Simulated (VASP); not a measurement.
Level of theory: PBEsol GGA, VASP's PBE PAW potentials (set 64) (plane waves; VASP).

A VASP calculation is set up with these files.

File POSCAR:
```
In4As2Sb2
1.0
 -0.0177502749   6.3352595093   6.3352505996
  6.3174844404   0.0000247940   6.3174754925
  3.1587546172   3.1587546172   0.0000000000
In Sb As
4 2 2
Cart
  0.0501909125   6.2673183219   6.2673117474
  3.2089331327   6.2673307189   9.4260494937
  9.4041372798   6.3896358069   9.5483288562
  6.2453950596   6.3896234099   6.3895911100
  1.5680978851   1.5906567321   1.5906447898
  4.7268401053   1.5906691291   4.7493825361
  1.5726232811   4.7448859533   4.7448728219
  4.7313655013   4.7448983503   7.9036105681
```

File KPOINTS:
```
Automatic mesh
0
Gamma
4 4 8
0 0 0
```

INCAR:
```
EDIFF = 1E-6
GGA = PS
LWAVE = .FALSE.
SYSTEM = In4As2Sb2
LMAXMIX = 4
PREC = Accurate
NELM = 100
ALGO = Normal
SIGMA = 0.1
ISIF = 3   ! ions, shape and volume
IBRION = 2   ! conjugate gradients
LASPH = .TRUE.   ! aspherical one-centre terms
ISMEAR = 1   ! Methfessel-Paxton
LCHARG = .FALSE.
ENCUT = 400   ! plane-wave cut-off (eV)
EDIFFG = -0.02   ! ionic stop
NSW = 60   ! most ionic steps
LREAL = .FALSE.   ! projection in real space or not
```

POTCAR, in this order: In_d Sb As (PBE.64 set). Program: vasp_std.

Output of the run:

OSZICAR:
```
       N       E                     dE             d eps       ncg     rms          rms(c)
DAV:   1     0.616548961880E+03    0.61655E+03   -0.27181E+04  3956   0.148E+03
DAV:   2     0.412121277388E+02   -0.57534E+03   -0.56580E+03  4114   0.400E+02
DAV:   3    -0.293322084959E+02   -0.70544E+02   -0.69131E+02  4760   0.168E+02
DAV:   4    -0.328616270918E+02   -0.35294E+01   -0.35156E+01  4733   0.398E+01
DAV:   5    -0.330209848629E+02   -0.15936E+00   -0.15932E+00  6062   0.758E+00    0.841E+00
DAV:   6    -0.322574715134E+02    0.76351E+00   -0.15882E+00  5172   0.139E+01    0.458E+00
DAV:   7    -0.321679143149E+02    0.89557E-01   -0.72262E-01  5526   0.546E+00    0.124E+00
DAV:   8    -0.321599222444E+02    0.79921E-02   -0.94800E-02  5396   0.286E+00    0.623E-01
DAV:   9    -0.321608062312E+02   -0.88399E-03   -0.10129E-02  5457   0.696E-01    0.368E-01
DAV:  10    -0.321613190647E+02   -0.51283E-03   -0.14863E-03  5549   0.198E-01    0.163E-01
DAV:  11    -0.321614758536E+02   -0.15679E-03   -0.26656E-04  4564   0.100E-01    0.285E-02
DAV:  12    -0.321614695067E+02    0.63469E-05   -0.46155E-05  5600   0.637E-02    0.293E-02
DAV:  13    -0.321614756520E+02   -0.61454E-05   -0.18198E-05  3487   0.177E-02    0.662E-03
DAV:  14    -0.321614771325E+02   -0.14804E-05   -0.29637E-06  3461   0.164E-02    0.389E-03
DAV:  15    -0.321614771274E+02    0.51105E-08   -0.96588E-07  2707   0.916E-03
   1 F= -.32161477E+02 E0= -.32161543E+02  d E =-.321615E+02
       N       E                     dE             d eps       ncg     rms          rms(c)
DAV:   1    -0.322471986512E+02   -0.85722E-01   -0.25539E+00  5217   0.184E+01    0.191E+00
DAV:   2    -0.321763708130E+02    0.70828E-01   -0.22906E-01  5223   0.603E+00    0.661E-01
DAV:   3    -0.321651472258E+02    0.11224E-01   -0.44536E-02  5632   0.245E+00    0.346E-01
DAV:   4    -0.321651302680E+02    0.16958E-04   -0.22898E-03  4431   0.311E-01    0.295E-01
DAV:   5    -0.321648883333E+02    0.24193E-03   -0.40340E-04  6141   0.147E-01    0.150E-01
DAV:   6    -0.321648563647E+02    0.31969E-04   -0.15328E-04  5313   0.653E-02    0.506E-02
DAV:   7    -0.321648574147E+02   -0.10500E-05   -0.20680E-05  5471   0.500E-02    0.198E-02
DAV:   8    -0.321648580778E+02   -0.66311E-06   -0.17337E-06  2745   0.114E-02
   2 F= -.32164858E+02 E0= -.32164907E+02  d E =-.338095E-02
       N       E                     dE             d eps       ncg     rms          rms(c)
DAV:   1    -0.321675401386E+02   -0.26827E-02   -0.79148E-02  5220   0.330E+00    0.327E-01
DAV:   2    -0.321654264500E+02    0.21137E-02   -0.67034E-03  5212   0.103E+00    0.117E-01
DAV:   3    -0.321650683203E+02    0.35813E-03   -0.14056E-03  5632   0.440E-01    0.578E-02
DAV:   4    -0.321650647833E+02    0.35370E-05   -0.70382E-05  4434   0.548E-02    0.495E-02
DAV:   5    -0.321650516102E+02    0.13173E-04   -0.10617E-05  5364   0.224E-02    0.254E-02
DAV:   6    -0.321650448878E+02    0.67225E-05   -0.42115E-06  3364   0.119E-02    0.847E-03
DAV:   7    -0.321650449849E+02   -0.97085E-07   -0.99882E-07  2224   0.131E-02
   3 F= -.32165045E+02 E0= -.32165096E+02  d E =-.356786E-02
       N       E                     dE             d eps       ncg     rms          rms(c)
DAV:   1    -0.321651060620E+02   -0.61174E-04   -0.19179E-03  5239   0.510E-01    0.504E-02
DAV:   2    -0.321650553689E+02    0.50693E-04   -0.16557E-04  5231   0.162E-01    0.179E-02
DAV:   3    -0.321650460278E+02    0.93411E-05   -0.33866E-05  4613   0.685E-02    0.951E-03
DAV:   4    -0.321650456111E+02    0.41670E-06   -0.19024E-06  2868   0.913E-03
   4 F= -.32165046E+02 E0= -.32165097E+02  d E =-.356848E-02
       N       E                     dE             d eps       ncg     rms          rms(c)
DAV:   1    -0.321650293539E+02    0.16674E-04   -0.14958E-01  4830   0.178E+00    0.161E-01
DAV:   2    -0.321655569973E+02   -0.52764E-03   -0.65357E-03  5809   0.492E-01    0.619E-02
DAV:   3    -0.321655227256E+02    0.34272E-04   -0.16606E-04  5405   0.106E-01    0.449E-02
DAV:   4    -0.321655033520E+02    0.19374E-04   -0.41756E-05  5111   0.712E-02    0.155E-02
DAV:   5    -0.321655019480E+02    0.14040E-05   -0.10712E-05  4859   0.250E-02    0.718E-03
DAV:   6    -0.321655015824E+02    0.36559E-06   -0.57483E-07  2268   0.617E-03
   5 F= -.32165502E+02 E0= -.32165555E+02  d E =-.455971E-03
       N       E                     dE             d eps       ncg     rms          rms(c)
DAV:   1    -0.321651862396E+02    0.31571E-03   -0.14950E-01  4841   0.178E+00    0.160E-01
DAV:   2    -0.321657142685E+02   -0.52803E-03   -0.65362E-03  5817   0.491E-01    0.623E-02
DAV:   3    -0.321656805043E+02    0.33764E-04   -0.16699E-04  5418   0.106E-01    0.454E-02
DAV:   4    -0.321656612820E+02    0.19222E-04   -0.41687E-05  5111   0.710E-02    0.155E-02
DAV:   5    -0.321656599360E+02    0.13460E-05   -0.10845E-05  4891   0.251E-02    0.720E-03
DAV:   6    -0.321656595953E+02    0.34075E-06   -0.60109E-07  2266   0.629E-03
   6 F= -.32165660E+02 E0= -.32165717E+02  d E =-.613984E-03
```

### OUTCAR
```
------------------------ aborting loop because EDIFF is reached ----------------------------------------
  FORCE on cell =-STRESS in cart. coord.  units (eV):
  Direction    XX          YY          ZZ          XY          YZ          ZX
  --------------------------------------------------------------------------------------
  Total        0.0033317      0.0033317      0.0033500      0.0132553     -0.0132702      0.0132702
  in kB        0.0212565      0.0212565      0.0213733      0.0845689     -0.0846642      0.0846640
  external PRESSURE =       0.0212954 kB  Pullay stress =       0.0000000 kB
  volume of cell :      251.12
      direct lattice vectors                 reciprocal lattice vectors
    -0.009534597  6.313809978  6.313808071    -0.079131778  0.079131778  0.079131721
     6.304268954  0.000006427  6.304267019     0.079251538 -0.079251538  0.079371241
     3.152137691  3.152137691  0.000000000     0.158502752  0.158742273 -0.158502963
 POSITION                                       TOTAL-FORCE (eV/Angst)
 -----------------------------------------------------------------------------------
      0.05300      6.25127      6.25127        -0.001491      0.001491      0.001489
      3.20514      6.25128      9.40341        -0.001491      0.001491      0.001489
      9.39299      6.36770      9.51983         0.000492     -0.000492     -0.000512
      6.24085      6.36770      6.36769         0.000492     -0.000492     -0.000512
      1.56552      1.58662      1.58662         0.006933     -0.006933     -0.006924
      4.71765      1.58662      4.73875         0.006933     -0.006933     -0.006924
      1.57558      4.72869      4.72869        -0.005934      0.005934      0.005946
      4.72772      4.72869      7.88082        -0.005934      0.005934      0.005946
 -----------------------------------------------------------------------------------
    total drift:                               -0.000437      0.000440      0.000423
  FREE ENERGIE OF THE ION-ELECTRON SYSTEM (eV)
  ---------------------------------------------------
  free  energy   TOTEN  =       -32.1656595953 eV

  energy  without entropy=      -32.1658314132  energy(sigma->0) =      -32.16571687

 reached required accuracy - stopping structural energy minimisation
```
(Selected blocks of OUTCAR.)

CONTCAR:
```
In4As2Sb2
   1.00000000000000
    -0.0095345970613616    6.3138099784699673    6.3138080714601541
     6.3042689541273820    0.0000064272812231    6.3042670185937402
     3.1521376907043024    3.1521376907043024    0.0000000000000000
  In              Sb              As
     4     2     2
Direct
     0.9851541195173412    0.0049487529799158    0.0098971275027359
     0.9851541195173412    0.5049487529799159    0.0098971275027359
     0.5139242852211757    0.9953587513169326    0.9907169635618862
     0.5139242852211757    0.4953587513169327    0.9907169635618862
     0.1272215968440630    0.1242592376268853    0.2485191655290447
     0.1272215968440630    0.6242592376268854    0.2485191655290447
     0.6236999984174131    0.1254332581762609    0.2508667434063260
     0.6236999984174131    0.6254332581762609    0.2508667434063260
```

The structure was generated: In4As2Sb2 was put into an ordered model structure (R3m), which need not be its known phase. This run relaxes it. Symmetry was kept, so distortions that lower it aren't found. The start is the result of an earlier pass.
